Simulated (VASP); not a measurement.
Calculation: LDA (Ceperley-Alder, Perdew-Zunger), VASP's LDA PAW potentials (set 64) (plane waves; VASP 6.6.1).

VASP input:

### POSCAR
```
TePb2S
1.0
  2.1611288528   1.2477284494   7.0423602961
 -2.1611288528   1.2477284494   7.0423602961
  0.0000000000  -2.4954568988   7.0423602961
Te Pb S
1 2 1
Cart
  0.0000000000   0.0000000000  10.5635404442
 -0.0000000000   0.0000000000  15.6546376457
  0.0000000000  -0.0000000000   5.4724432426
  0.0000000000   0.0000000000   0.0000000000
```

INCAR:
```
! general
SYSTEM  = TePb2S
PREC    = Accurate
ENCUT   = 400   ! plane-wave cut-off (eV)
LREAL   = .False.
LASPH   = .True.   ! aspherical one-centre terms

! electronic loop
EDIFF   = 1E-8
NELM    = 100
ALGO    = Normal   ! blocked Davidson
LMAXMIX = 4   ! l cut-off of mixed one-centre charges

! smearing
ISMEAR  = 0   ! Gaussian
SIGMA   = 0.05

! ions
IBRION  = 1   ! quasi-Newton
NSW     = 30
ISIF    = 2   ! forces and stress, cell fixed
EDIFFG  = -0.001

! output
LWAVE   = .False.
LCHARG  = .False.
```

**KPOINTS**
```
kpoints
0
G
 6 6 6
0 0 0
```

POTCAR, in this order: Te Pb_d S (LDA.64 set). Program: vasp_std.

Unless said otherwise, spin-orbit coupling is left out, though it shifts the bands of the heavy elements here.

Q: What does the run give for the energy per atom (σ→0), band gap (on the k-mesh)?

A: 
```yaml
energy per atom (σ→0): -4.675 eV/atom
band gap (on the k-mesh): 0.29 eV
```

OSZICAR:
```
...
       N       E                     dE             d eps       ncg     rms          rms(c)
DAV:   1    -0.187012646844E+02    0.15107E-04   -0.20152E-02  1928   0.728E-01    0.133E-02
DAV:   2    -0.187012902887E+02   -0.25604E-04   -0.28831E-04  2080   0.143E-01    0.638E-03
DAV:   3    -0.187012911849E+02   -0.89620E-06   -0.11563E-05  2064   0.266E-02    0.533E-03
DAV:   4    -0.187012911126E+02    0.72339E-07   -0.34607E-07  2248   0.443E-03    0.350E-03
DAV:   5    -0.187012910565E+02    0.56104E-07   -0.19115E-07  1816   0.310E-03    0.633E-04
DAV:   6    -0.187012910584E+02   -0.19977E-08   -0.12606E-08  1376   0.756E-04
   3 F= -.18701291E+02 E0= -.18701291E+02  d E =-.112659E-04
```

The structure comes from a computed database's TePb2S entry (R-3m); how it stands against other phases isn't given here. This run relaxes the ions in a fixed cell. Symmetry was kept, so distortions that lower it aren't found. The start is the result of an earlier pass.
